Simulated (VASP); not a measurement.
# Lattice vibrations of Tc

Wanted: whether Tc is dynamically stable, and its vibrational spectrum. The start is a cell from a database of measured crystal structures.

Method: PBEsol; plane waves and PAW (Tc), in VASP 6.6.1.

## (1) The structure

Symmetry: P6_3/mmc, No. 194, hexagonal system. Conventional cell: a = 2.740 Å, b = 2.740 Å, c = 4.398 Å, α = 90.00°, β = 90.00°, γ = 120.00°. Nearest to Tc lie 12 Tc at 2.71 to 2.74 Å.

Structure file:

```cif
data_structure
_symmetry_space_group_name_H-M 'P 1'
_symmetry_Int_Tables_number 1
_cell_length_a 2.7400
_cell_length_b 2.7400
_cell_length_c 4.3980
_cell_angle_alpha 90.000
_cell_angle_beta 90.000
_cell_angle_gamma 120.000
_cell_volume 28.59
loop_
_atom_site_label
_atom_site_type_symbol
_atom_site_fract_x
_atom_site_fract_y
_atom_site_fract_z
_atom_site_occupancy
Tc1 Tc 0.66667 0.33333 0.75000 1
Tc2 Tc 0.33333 0.66667 0.25000 1
```

## (2) Relax the host

Cell and atoms are relaxed first, so that later runs start from this functional's own cell.

The input, INCAR:

```
SYSTEM = Tc
PREC = Accurate
ENCUT = 350
EDIFF = 1E-06
NELM = 120
ISMEAR = 1
SIGMA = 0.15
LREAL = .FALSE.
ALGO = Normal
GGA = PS
NBANDS = 13
LASPH = .TRUE.
LORBIT = 11
LWAVE = .FALSE.
LCHARG = .FALSE.
KPAR = 4
IBRION = 2
NSW = 40
ISIF = 3
EDIFFG = -0.02
POTIM = 0.4
```

The input, POSCAR:

```
Tc
1.0
    2.7400000000      0.0000000000      0.0000000000
   -1.3700000000      2.3729096064      0.0000000000
    0.0000000000      0.0000000000      4.3980000000
Tc
2
Direct
    0.6666666667      0.3333333333      0.7500000000
    0.3333333333      0.6666666667      0.2500000000
```

The input, KPOINTS:

```
Automatic mesh
0
Gamma
14 14 8
0 0 0
```

Potentials, in the order of the species: Tc (PBE family, release 64).

The run is started by

```sh
mpirun -np 4 vasp_std
```

The program printed:

```text
[banner, memory and clock lines left out]
running    4 mpi-ranks, on    1 nodes
 distrk:  each k-point on    1 cores,    4 groups
 distr:  one band on    1 cores,    1 groups

 POSCAR found type information on POSCAR Tc
 POSCAR found :  1 types and       2 ions
|                                                                             |
|               ----> ADVICE to this user running VASP <----                  |
|                                                                             |
|     You enforced a specific xc type in the INCAR file but a different       |
|     [... a line on the potential file left out ...]
|     I HOPE YOU KNOW WHAT YOU ARE DOING!                                     |
|                                                                             |

 LDA part: xc-table for (Slater+PW92), standard interpolation
 POSCAR, INCAR and KPOINTS ok, starting setup
 FFT: planning ... GRIDC
 FFT: planning ... GRID_SOFT
 FFT: planning ... GRID
 WAVECAR not read
 entering main loop
       N       E                     dE             d eps       ncg     rms          rms(c)
DAV:   1     0.285682711501E+02    0.28568E+02   -0.52177E+03  3144   0.702E+02
DAV:   2    -0.231258638828E+02   -0.51694E+02   -0.46766E+02  3665   0.156E+02
DAV:   3    -0.242080519567E+02   -0.10822E+01   -0.10721E+01  3735   0.233E+01
DAV:   4    -0.242159238971E+02   -0.78719E-02   -0.78715E-02  3750   0.218E+00
DAV:   5    -0.242160627682E+02   -0.13887E-03   -0.13887E-03  3850   0.284E-01    0.244E+01
DAV:   6    -0.228522689511E+02    0.13638E+01   -0.18790E+00  3520   0.113E+01    0.802E+00
DAV:   7    -0.225819087624E+02    0.27036E+00   -0.56894E-01  3860   0.603E+00    0.335E-01
DAV:   8    -0.225675824250E+02    0.14326E-01   -0.71541E-03  3505   0.546E-01    0.146E-01
DAV:   9    -0.225652214216E+02    0.23610E-02   -0.10779E-03  3685   0.202E-01    0.316E-02
DAV:  10    -0.225652409854E+02   -0.19564E-04   -0.80812E-05  3828   0.719E-02    0.273E-02
DAV:  11    -0.225652345596E+02    0.64258E-05   -0.17769E-06  2928   0.117E-02    0.309E-03
DAV:  12    -0.225652335963E+02    0.96327E-06   -0.14958E-07  2000   0.311E-03
   1 F= -.22565234E+02 E0= -.22564839E+02  d E =-.225652E+02
 curvature:   0.00 expect dE= 0.000E+00 dE for cont linesearch  0.000E+00
 trial: gam= 0.00000 g(F)=  0.132E-47 g(S)=  0.169E+00 ort = 0.000E+00 (trialstep = 0.100E+01)
 search vector abs. value=  0.169E+00
 bond charge predicted
       N       E                     dE             d eps       ncg     rms          rms(c)
DAV:   1    -0.228326290437E+02   -0.26739E+00   -0.15114E+01  3350   0.356E+01    0.990E+00
DAV:   2    -0.224927511677E+02    0.33988E+00   -0.43956E-01  3455   0.563E+00    0.276E+00
DAV:   3    -0.224389395960E+02    0.53812E-01   -0.12213E-01  3555   0.288E+00    0.506E-01
DAV:   4    -0.224410254178E+02   -0.20858E-02   -0.48989E-03  3690   0.370E-01    0.424E-02
DAV:   5    -0.224414884069E+02   -0.46299E-03   -0.33005E-04  3856   0.121E-01    0.407E-02
DAV:   6    -0.224416588895E+02   -0.17048E-03   -0.13352E-04  3540   0.733E-02    0.201E-02
DAV:   7    -0.224416592432E+02   -0.35372E-06   -0.48766E-06  3775   0.171E-02
   2 F= -.22441659E+02 E0= -.22441577E+02  d E =0.123574E+00
[...]
3 F= -.22591849E+02 E0= -.22591505E+02  d E =-.266153E-01
[...]
4 F= -.22591865E+02 E0= -.22591523E+02  d E =-.266318E-01
[...]
5 F= -.22591857E+02 E0= -.22591517E+02  d E =-.266236E-01
[...]
6 F= -.22591908E+02 E0= -.22591521E+02  d E =-.505729E-04
[...]
7 F= -.22591930E+02 E0= -.22591558E+02  d E =-.726200E-04
[...]
8 F= -.22591938E+02 E0= -.22591547E+02  d E =-.857087E-05
 trial-energy change:   -0.000009  1 .order   -0.000007   -0.000064    0.000049
 step:   0.4548(harm=  0.4548)  dis= 0.00000  next Energy=   -22.591948 (dE=-0.181E-04)
 bond charge predicted
       N       E                     dE             d eps       ncg     rms          rms(c)
DAV:   1    -0.225919664259E+02   -0.28319E-04   -0.99418E-04  3265   0.242E-01    0.425E-02
DAV:   2    -0.225919522658E+02    0.14160E-04   -0.14816E-05  3650   0.316E-02    0.133E-02
DAV:   3    -0.225919490727E+02    0.31931E-05   -0.44389E-06  3450   0.160E-02    0.262E-03
DAV:   4    -0.225919488663E+02    0.20636E-06   -0.17949E-07  1590   0.302E-03
   9 F= -.22591949E+02 E0= -.22591566E+02  d E =-.190470E-04
 curvature:  -0.30 expect dE=-0.193E-07 dE for cont linesearch -0.123E-07
 trial: gam= 0.00000 g(F)=  0.135E-48 g(S)=  0.644E-07 ort =-0.208E-05 (trialstep = 0.734E+00)
 search vector abs. value=  0.645E-07
 reached required accuracy - stopping structural energy minimisation
```

It took 14 s on 4 MPI ranks of AMD EPYC 9R45, shared host; peak memory 0.53 GiB; 54 s of CPU time.

The logs omit lines about the potential files and the build; timing stands in the text.

Parts of OUTCAR (step 2):

```text
ion  position               nearest neighbor table
   1  0.667  0.333  0.750-   2 2.71   2 2.71   2 2.71   2 2.71   2 2.71   2 2.71
   2  0.333  0.667  0.250-   1 2.71   1 2.71   1 2.71   1 2.71   1 2.71   1 2.71

  LATTYP: Found a hexagonal cell.
 ALAT       =     2.7400000000
 C/A-ratio  =     1.6051094891

 Subroutine GETGRP returns: Found 24 space group operations
 (whereof 12 operations were pure point group operations)

The static configuration has the point symmetry D_3d.
 The point group associated with its full space group is D_6h.

 Found    120 irreducible k-points:

   k-points           NKPTS =    120   k-points in BZ     NKDIM =    120   number of bands    NBANDS=     13

   dimension x,y,z NGX =    18 NGY =   18 NGZ =   28
   dimension x,y,z NGXF=    36 NGYF=   36 NGZF=   56

   ENCUT  =  350.0 eV  25.72 Ry    5.07 a.u.   4.18  4.18  6.71*2*pi/ulx,y,z

   NELECT =      14.0000    total number of electrons

 k-points in reciprocal lattice and weights: Automatic mesh
   0.00000000  0.00000000  0.00000000       0.001
   0.07142857  0.00000000  0.00000000       0.004
   0.14285714  0.00000000  0.00000000       0.004
   0.21428571  0.00000000  0.00000000       0.004
   0.28571429 -0.00000000  0.00000000       0.004
   0.35714286  0.00000000  0.00000000       0.004
   0.42857143  0.00000000  0.00000000       0.004
   0.50000000  0.00000000  0.00000000       0.002
   0.07142857  0.07142857  0.00000000       0.004
[...]
0.28571429  0.28571429  0.50000000       0.004
   0.35714286  0.28571429  0.50000000       0.004

 average (electrostatic) potential at core
       1 -63.9510       2 -63.9510

 E-fermi :  13.5385

 k-point     1 :       0.0000    0.0000    0.0000
  band No.  band energies     occupation
    ...
      5      12.0450      2.00000
      6      12.7074      2.00000
      7      12.7074      2.00000
      8      13.4229      1.96437
      9      13.4229      1.96437
     10      15.3170     -0.00000
     11      16.2357     -0.00000
     12      16.2357     -0.00000
     13      25.0723      0.00000

 k-point     2 :       0.0714    0.0000    0.0000
  band No.  band energies     occupation
    ...
      5      12.3909      2.00000
      6      12.6037      2.00000
      7      12.8668      2.00000
      8      13.1664      2.00253
      9      13.2847      2.03783
     10      14.2900     -0.00000
     11      16.3254     -0.00000
     12      17.5536      0.00000
     13      25.0495      0.00000

 k-point     3 :       0.1429    0.0000    0.0000
  band No.  band energies     occupation
    ...
      5      12.2960      2.00000
      6      12.6149      2.00000
      7      12.9068      2.00000
      8      12.9441      2.00000
      9      13.3335      2.06583
     10      13.5888      0.46604
     11      16.5293     -0.00000
     12      19.3426      0.00000
     13      24.9398      0.00000

  Total        0.0006623      0.0006623      0.0015682      0.0000000      0.0000000      0.0000000
  in kB        0.0382596      0.0382596      0.0905939      0.0000000      0.0000000      0.0000000
  external PRESSURE =       0.0557044 kB  Pullay stress =       0.0000000 kB

  energy-cutoff  :      350.00
  volume of cell :       27.73
      direct lattice vectors                 reciprocal lattice vectors
     2.715247300  0.000000000  0.000000000     0.368290579  0.212632665 -0.000000000
    -1.357623650  2.351473140 -0.000000000    -0.000000000  0.425265330  0.000000000
     0.000000000 -0.000000000  4.343820791    -0.000000000  0.000000000  0.230212076

 POSITION                                       TOTAL-FORCE (eV/Angst)
 -----------------------------------------------------------------------------------
      1.35762      0.78382      3.25787        -0.000000     -0.000000      0.000000
     -0.00000      1.56765      1.08596         0.000000      0.000000      0.000000
 -----------------------------------------------------------------------------------
    total drift:                               -0.000000      0.000000     -0.000000

  FREE ENERGIE OF THE ION-ELECTRON SYSTEM (eV)
  ---------------------------------------------------
  free  energy   TOTEN  =       -22.5919488663 eV

  energy  without entropy=      -22.5908012644  energy(sigma->0) =      -22.59156633

 reached required accuracy - stopping structural energy minimisation

 total charge
# of ion       s       p       d       tot
------------------------------------------
    1        0.594   0.747   5.511   6.852
    2        0.594   0.747   5.511   6.852
--------------------------------------------------
tot          1.188   1.494  11.022  13.705

[... 3 further parts left out ...]
```

CONTCAR:

```
Tc
   1.00000000000000
     2.7152473002290227    0.0000000000000000    0.0000000000000000
    -1.3576236501145114    2.3514731395852517   -0.0000000000000000
     0.0000000000000000   -0.0000000000000000    4.3438207914232612
  Tc
     2
Direct
     0.6666666667000030    0.3333333332999970    0.7500000000000000
     0.3333333332999970    0.6666666667000030    0.2500000000000000
```

The PAW data sets were made with PBE, which is usual practice but a small mismatch for other functionals. The data set Tc keeps the semicore shell frozen, which is cheaper and a little less accurate. The run keeps the 24 symmetry operations of its start, so it cannot find a distortion of lower symmetry.

The steps of the relaxation:

| step | energy less that of the first step (eV) | largest force (eV/Å) | pressure (GPa) | volume (Å³) |
| --- | --- | --- | --- | --- |
| 1 | 0.0000 | 0.0000 | -9.56 | 28.59 |
| 2 | 0.1236 | 0.0000 | 27.41 | 25.86 |
| 3 | -0.0266 | 0.0000 | -0.23 | 27.75 |
| 4 | -0.0266 | 0.0000 | 0.00 | 27.73 |
| 5 | -0.0266 | 0.0000 | 0.21 | 27.72 |
| 6 | -0.0267 | 0.0000 | -0.39 | 27.77 |
| 7 | -0.0267 | 0.0000 | -0.19 | 27.75 |
| 8 | -0.0267 | 0.0000 | 0.14 | 27.72 |
| 9 | -0.0267 | 0.0000 | 0.01 | 27.73 |

| conventional cell, symmetrised | before | after | change |
| --- | --- | --- | --- |
| a (Å) | 2.740 | 2.715 | -0.9 % |
| b (Å) | 2.740 | 2.715 | -0.9 % |
| c (Å) | 4.398 | 4.344 | -1.2 % |
| volume (Å³/atom) | 14.30 | 13.87 | -3.0 % |

Final coordinates:

```xyz
2
Lattice="2.7152 0.0000 0.0000 -1.3576 2.3515 0.0000 0.0000 0.0000 4.3438" Properties=species:S:1:pos:R:3 pbc="T T T"
Tc    1.3576    0.7838    3.2579
Tc    0.0000    1.5676    1.0860
```

Numbers from this step:

* electronic cycles: 51
* electrons: 14
* free energy (TOTEN): -22.59 eV
* energy at zero smearing: -22.59 eV
* Fermi energy: 13.54 eV
* pressure: 0.005570 GPa
* labelled metallic, from the levels on this mesh: yes

The run ended after 9 ionic steps, 0.027 eV below its first step, once forces and stress met EDIFFG = -0.02.

## (3) Tight relaxation

Force constants are second derivatives, so residual forces and stress must first be far smaller than in an ordinary relaxation. Smearing differs from the relaxation before, which can move the cell too.

The input, INCAR:

```
SYSTEM = Tc
PREC = Accurate
ENCUT = 350
EDIFF = 1E-08
NELM = 120
ISMEAR = 1
SIGMA = 0.2
LREAL = .FALSE.
ALGO = Fast
GGA = PS
NBANDS = 13
LASPH = .TRUE.
LORBIT = 11
LWAVE = .FALSE.
LCHARG = .FALSE.
KPAR = 4
IBRION = 1
NSW = 30
ISIF = 3
EDIFFG = -0.002
POTIM = 0.4
```

The input, POSCAR:

```
Tc
1.0
    2.7152473002      0.0000000000      0.0000000000
   -1.3576236501      2.3514731396      0.0000000000
    0.0000000000      0.0000000000      4.3438207914
Tc
2
Direct
    0.6666666667      0.3333333333      0.7500000000
    0.3333333333      0.6666666667      0.2500000000
```

KPOINTS is that of step 2.

The run is started by

```sh
mpirun -np 4 vasp_std
```

The program printed:

```text
[banner, memory and clock lines left out]
running    4 mpi-ranks, on    1 nodes
 distrk:  each k-point on    1 cores,    4 groups
 distr:  one band on    1 cores,    1 groups

 POSCAR found type information on POSCAR Tc
 POSCAR found :  1 types and       2 ions
 [... a notice as in an earlier step ...]

 LDA part: xc-table for (Slater+PW92), standard interpolation
 POSCAR, INCAR and KPOINTS ok, starting setup
 FFT: planning ... GRIDC
 FFT: planning ... GRID_SOFT
 FFT: planning ... GRID
 WAVECAR not read
 entering main loop
       N       E                     dE             d eps       ncg     rms          rms(c)
DAV:   1     0.304119192586E+02    0.30412E+02   -0.52538E+03  3128   0.710E+02
DAV:   2    -0.230660383483E+02   -0.53478E+02   -0.48476E+02  3655   0.158E+02
DAV:   3    -0.241768903438E+02   -0.11109E+01   -0.11026E+01  3655   0.238E+01
DAV:   4    -0.241846392334E+02   -0.77489E-02   -0.77483E-02  3815   0.217E+00
DAV:   5    -0.241847703864E+02   -0.13115E-03   -0.13115E-03  3810   0.280E-01    0.256E+01
RMM:   6    -0.228827568201E+02    0.13020E+01   -0.15664E+00  3120   0.973E+00    0.928E+00
RMM:   7    -0.226024695133E+02    0.28029E+00   -0.77959E-01  3120   0.641E+00    0.556E-01
RMM:   8    -0.225916450962E+02    0.10824E-01   -0.33001E-02  3120   0.135E+00    0.268E-01
RMM:   9    -0.225895089489E+02    0.21361E-02   -0.59773E-03  3120   0.453E-01    0.105E-01
RMM:  10    -0.225894880099E+02    0.20939E-04   -0.81093E-04  3169   0.220E-01    0.177E-02
RMM:  11    -0.225895034697E+02   -0.15460E-04   -0.15114E-04  3161   0.806E-02    0.625E-03
RMM:  12    -0.225895040696E+02   -0.59987E-06   -0.25875E-05  3224   0.375E-02    0.794E-03
RMM:  13    -0.225895047759E+02   -0.70632E-06   -0.60561E-06  3163   0.161E-02    0.822E-04
RMM:  14    -0.225895049092E+02   -0.13331E-06   -0.14588E-06  3270   0.787E-03    0.387E-04
RMM:  15    -0.225895049201E+02   -0.10935E-07   -0.28666E-07  2901   0.288E-03    0.200E-04
RMM:  16    -0.225895049190E+02    0.11579E-08   -0.42226E-08  2475   0.115E-03
   1 F= -.22589505E+02 E0= -.22589608E+02  d E =-.225895E+02
 BRION: g(F)=  0.399E-48 g(S)=  0.159E-04
 bond charge predicted
       N       E                     dE             d eps       ncg     rms          rms(c)
DAV:   1    -0.225895274277E+02   -0.22508E-04   -0.12353E-03  3685   0.273E-01    0.510E-02
RMM:   2    -0.225895099062E+02    0.17521E-04   -0.16961E-05  3120   0.324E-02    0.164E-02
RMM:   3    -0.225895070303E+02    0.28760E-05   -0.63742E-06  3120   0.179E-02    0.356E-03
RMM:   4    -0.225895072702E+02   -0.23998E-06   -0.50558E-07  3120   0.540E-03    0.163E-03
RMM:   5    -0.225895072749E+02   -0.46186E-08   -0.81281E-08  3105   0.215E-03
   2 F= -.22589507E+02 E0= -.22589599E+02  d E =-.235589E-05
[...]
3 F= -.22589508E+02 E0= -.22589599E+02  d E =-.121538E-05
 BRION: g(F)=  0.321E-48 g(S)=  0.102E-04 retain N=  2 mean eig= 4.11
 eig:   0.424  7.799
 bond charge predicted
       N       E                     dE             d eps       ncg     rms          rms(c)
DAV:   1    -0.225895122751E+02   -0.37783E-05   -0.83190E-05  3505   0.819E-02    0.216E-02
RMM:   2    -0.225895104266E+02    0.18485E-05   -0.26204E-06  3120   0.127E-02    0.596E-03
RMM:   3    -0.225895103930E+02    0.33591E-07   -0.78228E-07  3120   0.620E-03    0.117E-03
RMM:   4    -0.225895105283E+02   -0.13531E-06   -0.44042E-08  2906   0.142E-03    0.268E-04
RMM:   5    -0.225895105516E+02   -0.23258E-07   -0.10090E-08  1888   0.642E-04    0.193E-04
RMM:   6    -0.225895105591E+02   -0.75197E-08   -0.32324E-09  1671   0.404E-04
   4 F= -.22589511E+02 E0= -.22589603E+02  d E =-.206884E-05
 BRION: g(F)=  0.206E-51 g(S)=  0.190E-08 retain N=  1 mean eig= 0.28
 eig:   0.284
 reached required accuracy - stopping structural energy minimisation
```

Elapsed: 9 s, on 4 MPI ranks; peak memory 0.49 GiB; 34 s of CPU time.

From OUTCAR (step 3):

```text
  LATTYP: Found a hexagonal cell.
 ALAT       =     2.7152473002
 C/A-ratio  =     1.5997882738

 Found    120 irreducible k-points:

   ENCUT  =  350.0 eV  25.72 Ry    5.07 a.u.   4.14  4.14  6.63*2*pi/ulx,y,z

   NELECT =      14.0000    total number of electrons

 E-fermi :  13.5386

 k-point     1 :       0.0000    0.0000    0.0000
  band No.  band energies     occupation
    ...
      5      12.0522      2.00000
      6      12.7096      2.00000
      7      12.7096      2.00000
      8      13.4211      1.82857
      9      13.4211      1.82857
     10      15.3258     -0.00000
     11      16.2382     -0.00000
     12      16.2382     -0.00000
     13      25.0821      0.00000

 k-point     2 :       0.0714    0.0000    0.0000
  band No.  band energies     occupation
    ...
      5      12.3967      2.00000
      6      12.6060      2.00000
      7      12.8691      2.00002
      8      13.1653      2.02404
      9      13.2830      2.07010
     10      14.2959     -0.00000
     11      16.3281     -0.00000
     12      17.5587      0.00000
     13      25.0594      0.00000

  Total       -0.0001938     -0.0001938     -0.0001533      0.0000000     -0.0000000      0.0000000
  in kB       -0.0111975     -0.0111975     -0.0088549      0.0000000     -0.0000000      0.0000000
  external PRESSURE =      -0.0104167 kB  Pullay stress =       0.0000000 kB

  energy-cutoff  :      350.00
  volume of cell :       27.73
      direct lattice vectors                 reciprocal lattice vectors
     2.715555124 -0.000000000 -0.000000000     0.368248831  0.212608562  0.000000000
    -1.357777562  2.351739723  0.000000000     0.000000000  0.425217123  0.000000000
    -0.000000000  0.000000000  4.342216573     0.000000000 -0.000000000  0.230297127

 POSITION                                       TOTAL-FORCE (eV/Angst)
 -----------------------------------------------------------------------------------
      1.35778      0.78391      3.25666         0.000000      0.000000      0.000000
     -0.00000      1.56783      1.08555        -0.000000      0.000000     -0.000000
 -----------------------------------------------------------------------------------
    total drift:                               -0.000000      0.000000     -0.000000

  FREE ENERGIE OF THE ION-ELECTRON SYSTEM (eV)
  ---------------------------------------------------
  free  energy   TOTEN  =       -22.5895105591 eV

  energy  without entropy=      -22.5897871283  energy(sigma->0) =      -22.58960275

 total charge
# of ion       s       p       d       tot
------------------------------------------
    1        0.594   0.748   5.510   6.853
    2        0.594   0.748   5.510   6.853
--------------------------------------------------
tot          1.188   1.496  11.021  13.705

[... 5 parts as in an earlier step ...]

[... 7 further parts left out ...]
```

CONTCAR:

```
Tc
   1.00000000000000
     2.7155551243062139   -0.0000000000000000   -0.0000000000000000
    -1.3577775621531070    2.3517397230959016    0.0000000000000000
    -0.0000000000000000    0.0000000000000000    4.3422165730461337
  Tc
     2
Direct
     0.6666666667000030    0.3333333332999970    0.7500000000000000
     0.3333333332999970    0.6666666667000030    0.2500000000000000
```

Little changed from the start: no atom moved by 0.005 Å and no cell edge by 0.1 %.

This step gave:

| Property | Result |
| --- | --- |
| electronic cycles | 33 |
| pressure | -0.001042 GPa |

The run ended after 4 ionic steps, 0.000 eV below its first step, once forces and stress met EDIFFG = -0.002.

(Continued in part 2 of 3.)

[Lines on the potential files, build, host, timing and source positions are cut from VASP's logs without a mark.]

[Logs are printed without paths, hosts, clocks, repeated set-up lines and the standing remarks that a program may print on its own settings, such as how far it seeks lower states.]

[Hosts, paths, dates, database ids (printed as entryN), source tags and the programs' standing remarks are cut or masked in the printed files.]

[Runs that stopped without an error message from VASP are left out.]
